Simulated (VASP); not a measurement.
Calculation: r2SCAN meta-GGA, VASP's PBE PAW potentials (set 64) (plane waves; VASP 6.6.1).

Input for VASP

### POSCAR
```
Cr
1
    2.9614736429     0.0000000000     0.0000000000
    0.0000000000     2.9614736429     0.0000000000
    0.0000000000     0.0000000000     2.9614736429
Cr
2
Direct
  0.0000000000  -0.0168834864   0.0000000000
  0.5000000000   0.5000000000   0.5000000000
```

### INCAR
```
# general
SYSTEM   =  Cr
PREC     =  Accurate
ENCUT    =  480
LREAL    =  .FALSE.
LASPH    =  .TRUE.

# electronic loop
EDIFF    =  1E-7
NELM     =  100
ALGO     =  Normal
LMAXMIX  =  4
LMIXTAU  =  .TRUE.

# smearing
ISMEAR   =  1
SIGMA    =  0.1

# functional
METAGGA  =  R2SCAN

# spin
ISPIN    =  2
MAGMOM   =  2.7 -2.7

# ions
ISIF     =  2

# output
LWAVE    =  .FALSE.
LCHARG   =  .FALSE.
LORBIT   =  10
```

**KPOINTS**
```
K-points
0
Gamma
12 12 12
```

POTCAR, in this order: Cr_pv (PBE.64 set). Program: vasp_std.

Output

### OSZICAR
```
       N       E                     dE             d eps       ncg     rms          rms(c)
DAV:   1     0.216889358629E+03    0.21689E+03   -0.14137E+04 12552   0.176E+03
DAV:   2    -0.287510265734E+02   -0.24564E+03   -0.24394E+03 12856   0.502E+02
DAV:   3    -0.373917819391E+02   -0.86408E+01   -0.85935E+01 16992   0.106E+02
DAV:   4    -0.375358966522E+02   -0.14411E+00   -0.14407E+00 16472   0.134E+01
DAV:   5    -0.375392020078E+02   -0.33054E-02   -0.33053E-02 19432   0.130E+00    0.200E+01
DAV:   6    -0.298248049790E+02    0.77144E+01   -0.33023E+01 13648   0.739E+01    0.109E+01
DAV:   7    -0.299765930977E+02   -0.15179E+00   -0.19672E+00 13568   0.174E+01    0.463E+00
DAV:   8    -0.300963180493E+02   -0.11972E+00   -0.28909E-01 22168   0.353E+00    0.339E+00
DAV:   9    -0.301231386299E+02   -0.26821E-01   -0.56856E-02 15456   0.131E+00    0.299E+00
DAV:  10    -0.301341273314E+02   -0.10989E-01   -0.15574E-01 16824   0.322E+00    0.130E+00
DAV:  11    -0.301379804452E+02   -0.38531E-02   -0.71217E-03 14536   0.925E-01    0.521E-01
DAV:  12    -0.301380218392E+02   -0.41394E-04   -0.23976E-03 19296   0.494E-01    0.383E-01
DAV:  13    -0.301378297367E+02    0.19210E-03   -0.34770E-04 15512   0.210E-01    0.139E-01
DAV:  14    -0.301377371316E+02    0.92605E-04   -0.16560E-04 16064   0.977E-02    0.716E-02
DAV:  15    -0.301377757335E+02   -0.38602E-04   -0.12320E-05 13744   0.464E-02    0.324E-02
DAV:  16    -0.301377592370E+02    0.16497E-04   -0.43543E-06 19480   0.180E-02    0.425E-03
DAV:  17    -0.301377595765E+02   -0.33946E-06   -0.46194E-07 13888   0.540E-03    0.199E-03
DAV:  18    -0.301377599797E+02   -0.40328E-06   -0.10180E-07  7392   0.409E-03    0.160E-03
DAV:  19    -0.301377602100E+02   -0.23021E-06   -0.37593E-08  7016   0.131E-03    0.395E-04
DAV:  20    -0.301377600217E+02    0.18824E-06   -0.79461E-09  6592   0.767E-04    0.232E-04
DAV:  21    -0.301377600796E+02   -0.57854E-07   -0.24988E-09  6472   0.387E-04
   1 F= -.30137760E+02 E0= -.30137783E+02  d E =0.685812E-04  mag=    -0.0000
```

**OUTCAR**
```
------------------------ aborting loop because EDIFF is reached ----------------------------------------
  FORCE on cell =-STRESS in cart. coord.  units (eV):
  Direction    XX          YY          ZZ          XY          YZ          ZX
  --------------------------------------------------------------------------------------
  Total        0.0155772      0.0071547      0.0155772      0.0000000      0.0000000      0.0000000
  in kB        0.9608986      0.4413434      0.9608986      0.0000000      0.0000000      0.0000000
  external PRESSURE =       0.7877135 kB  Pullay stress =       0.0000000 kB
  volume of cell :       25.97
      direct lattice vectors                 reciprocal lattice vectors
     2.961473643  0.000000000  0.000000000     0.337669728  0.000000000  0.000000000
     0.000000000  2.961473643  0.000000000     0.000000000  0.337669728  0.000000000
     0.000000000  0.000000000  2.961473643     0.000000000  0.000000000  0.337669728
 POSITION                                       TOTAL-FORCE (eV/Angst)
 -----------------------------------------------------------------------------------
      0.00000      2.91147      0.00000        -0.000000      0.301288      0.000000
      1.48074      1.48074      1.48074         0.000000     -0.301288     -0.000000
 -----------------------------------------------------------------------------------
    total drift:                                0.000000     -0.000626      0.000003
  FREE ENERGIE OF THE ION-ELECTRON SYSTEM (eV)
  ---------------------------------------------------
  free  energy   TOTEN  =       -30.1377600796 eV

  energy  without entropy=      -30.1378286607  energy(sigma->0) =      -30.13778294

 total charge

# of ion       s       p       d       tot
------------------------------------------
    1        0.655   6.355   4.068  11.078
    2        0.655   6.355   4.068  11.078
--------------------------------------------------
tot          1.310  12.709   8.137  22.157

 magnetization (x)

# of ion       s       p       d       tot
------------------------------------------
    1        0.094   0.043   2.538   2.675
    2       -0.094  -0.043  -2.538  -2.675
--------------------------------------------------
tot          0.000   0.000   0.000   0.000
```
(Selected blocks of OUTCAR.)

**OUTCAR**
```
 val. band max:        9.8482463450   @ k =   0.5000   0.0833   0.0000

 cond. band min:       9.8762161429   @ k =   0.5000   0.5000   0.0833


 Fermi energy:         9.8606344334

 spin component 1

 k-point     1 :       0.0000    0.0000    0.0000
  band No.  band energies     occupation
      1     -36.3807      1.00000
      2     -36.3803      1.00000
      3     -36.3803      1.00000
      4     -32.9715      1.00000
      5     -32.9715      1.00000
      6     -32.9704      1.00000
      7       1.4291      1.00000
      8       5.6774      1.00000
      9       5.6879      1.00000
     10       8.2637      1.00000
     11       8.2732      1.00000
     12       8.2732      1.00000
     13      10.8013     -0.00000
     14      11.3939     -0.00000
     15      11.4161     -0.00000
     16      12.9283      0.00000

 k-point     2 :       0.0833    0.0000    0.0000
  band No.  band energies     occupation
      1     -36.3872      1.00000
      2     -36.3791      1.00000
      3     -36.3787      1.00000
      4     -32.9813      1.00000
      5     -32.9721      1.00000
      6     -32.9709      1.00000
      7       1.5738      1.00000
      8       5.7447      1.00000
      9       5.7545      1.00000
     10       8.2368      1.00000
     11       8.2463      1.00000
     12       8.3014      1.00000
     13      10.8007     -0.00000
     14      11.3078     -0.00000
     15      11.4398     -0.00000
     16      12.7531      0.00000

 k-point     3 :       0.0000    0.0833    0.0000
  band No.  band energies     occupation
      1     -36.3876      1.00000
      2     -36.3787      1.00000
      3     -36.3787      1.00000
      4     -32.9802      1.00000
      5     -32.9721      1.00000
      6     -32.9721      1.00000
      7       1.5738      1.00000
      8       5.7443      1.00000
      9       5.7549      1.00000
     10       8.2462      1.00000
     11       8.2462      1.00000
...
```

The compound is Cr in the bcc, AFM order structure. This cell was strained or had an atom moved on purpose.
